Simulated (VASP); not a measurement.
These are RPBE GGA, VASP's PBE PAW potentials (set 64) (plane waves; VASP) values and carry that method's errors.

Input for VASP

### INCAR
```
EDIFF  =  1E-7   ! SCF stop (eV)
ISIF  =  2   ! forces and stress, cell fixed
LCHARG  =  .FALSE.
ENCUT  =  520   ! plane-wave cut-off (eV)
NELM  =  100   ! most electronic steps
ALGO  =  Normal   ! blocked Davidson
LWAVE  =  .FALSE.
LASPH  =  .TRUE.   ! aspherical one-centre terms
SIGMA  =  0.05   ! width (eV)
ISMEAR  =  0   ! Gaussian
PREC  =  Accurate
SYSTEM  =  KF
LREAL  =  .FALSE.   ! projection in real space or not
GGA  =  RP   ! RPBE
```

### POSCAR
```
KF
4.0215450
  0.0000000000   0.7071068456   0.7071068456
  0.7071068456   0.0000000000   0.7071068456
  0.7071068456   0.7071068456   0.0000000000
K F
1 1
direct
  0.0000000000   0.0000000000   0.0000000000
  0.5000000000   0.5000000000   0.5000000000
```

KPOINTS:
```
Automatic mesh
0
Gamma
8 8 8
0 0 0
```

POTCAR, in this order: K_sv F (PBE.64 set). Program: vasp_std.

The run wrote:

File OSZICAR:
```
       N       E                     dE             d eps       ncg     rms          rms(c)
DAV:   1     0.111890917740E+03    0.11189E+03   -0.82875E+03   696   0.126E+03
DAV:   2    -0.405742733426E+01   -0.11595E+03   -0.10670E+03   888   0.318E+02
DAV:   3    -0.910330375779E+01   -0.50459E+01   -0.50215E+01   896   0.634E+01
DAV:   4    -0.926917833528E+01   -0.16587E+00   -0.16575E+00  1092   0.966E+00
DAV:   5    -0.927047841130E+01   -0.13001E-02   -0.13001E-02   868   0.103E+00    0.637E+00
DAV:   6    -0.791243270303E+01    0.13580E+01   -0.47953E+00   804   0.169E+01    0.292E+00
DAV:   7    -0.789573872900E+01    0.16694E-01   -0.13166E-01   952   0.304E+00    0.173E+00
DAV:   8    -0.790974990005E+01   -0.14011E-01   -0.83045E-02   756   0.332E+00    0.228E-01
DAV:   9    -0.791379840608E+01   -0.40485E-02   -0.93146E-03   840   0.794E-01    0.138E-01
DAV:  10    -0.791499119169E+01   -0.11928E-02   -0.22855E-03   732   0.463E-01    0.714E-02
DAV:  11    -0.791509507793E+01   -0.10389E-03   -0.83640E-04   788   0.236E-01    0.341E-02
DAV:  12    -0.791507485406E+01    0.20224E-04   -0.17761E-04   872   0.996E-02    0.868E-03
DAV:  13    -0.791507771186E+01   -0.28578E-05   -0.18579E-05   744   0.418E-02    0.312E-03
DAV:  14    -0.791507806419E+01   -0.35233E-06   -0.90028E-07   872   0.948E-03    0.774E-04
DAV:  15    -0.791507810476E+01   -0.40575E-07   -0.88097E-08   640   0.277E-03
   1 F= -.79150781E+01 E0= -.79150781E+01  d E =-.587994E-15
```

OUTCAR:
```
------------------------ aborting loop because EDIFF is reached ----------------------------------------
  FORCE on cell =-STRESS in cart. coord.  units (eV):
  Direction    XX          YY          ZZ          XY          YZ          ZX
  --------------------------------------------------------------------------------------
  Total       -0.3324208     -0.3324208     -0.3324208      0.0000000      0.0000000      0.0000000
  in kB      -11.5807019    -11.5807019    -11.5807019      0.0000000      0.0000000      0.0000000
  external PRESSURE =     -11.5807019 kB  Pullay stress =       0.0000000 kB
  volume of cell :       45.99
      direct lattice vectors                 reciprocal lattice vectors
     0.000000000  2.843661999  2.843661999    -0.175829617  0.175829617  0.175829617
     2.843661999  0.000000000  2.843661999     0.175829617 -0.175829617  0.175829617
     2.843661999  2.843661999  0.000000000     0.175829617  0.175829617 -0.175829617
  FREE ENERGIE OF THE ION-ELECTRON SYSTEM (eV)
  ---------------------------------------------------
  free  energy   TOTEN  =        -7.9150781048 eV

  energy  without entropy=       -7.9150781048  energy(sigma->0) =       -7.91507810
```
(Selected blocks of OUTCAR.)

### OUTCAR
```
 val. band max:       -2.9940047707   @ k =   0.0000   0.0000   0.0000

 cond. band min:       2.5803291651   @ k =   0.0000   0.0000   0.0000


 Fermi energy:        -2.7367775535

 k-point     1 :       0.0000    0.0000    0.0000
  band No.  band energies     occupation
      1     -29.8951      2.00000
      2     -21.6790      2.00000
      3     -13.2033      2.00000
      4     -13.2033      2.00000
      5     -13.2033      2.00000
      6      -2.9940      2.00000
      7      -2.9940      2.00000
      8      -2.9940      2.00000
      9       2.5803      0.00000
     10       7.2190      0.00000
     11       7.2190      0.00000
     12       7.2190      0.00000

 k-point     2 :       0.1250    0.0000    0.0000
  band No.  band energies     occupation
      1     -29.8898      2.00000
      2     -21.6828      2.00000
      3     -13.2284      2.00000
      4     -13.2070      2.00000
      5     -13.2070      2.00000
      6      -3.0945      2.00000
      7      -3.0263      2.00000
      8      -3.0263      2.00000
      9       2.9415      0.00000
     10       7.0057      0.00000
     11       7.3857      0.00000
     12       7.3857      0.00000

 k-point     3 :       0.2500    0.0000    0.0000
  band No.  band energies     occupation
      1     -29.8769      2.00000
      2     -21.6916      2.00000
      3     -13.2882      2.00000
      4     -13.2157      2.00000
      5     -13.2157      2.00000
      6      -3.3107      2.00000
      7      -3.1032      2.00000
      8      -3.1032      2.00000
      9       3.8792      0.00000
     10       6.6552      0.00000
     11       7.7856      0.00000
     12       7.7856      0.00000

 k-point     4 :       0.3750    0.0000    0.0000
  band No.  band energies     occupation
      1     -29.8639      2.00000
      2     -21.7006      2.00000
      3     -13.3476      2.00000
      4     -13.2243      2.00000
      5     -13.2243      2.00000
      6      -3.4999      2.00000
...
```

The compound is KF in the rock salt structure. This cell is one point of a volume scan, at 1.06 of the reference volume.
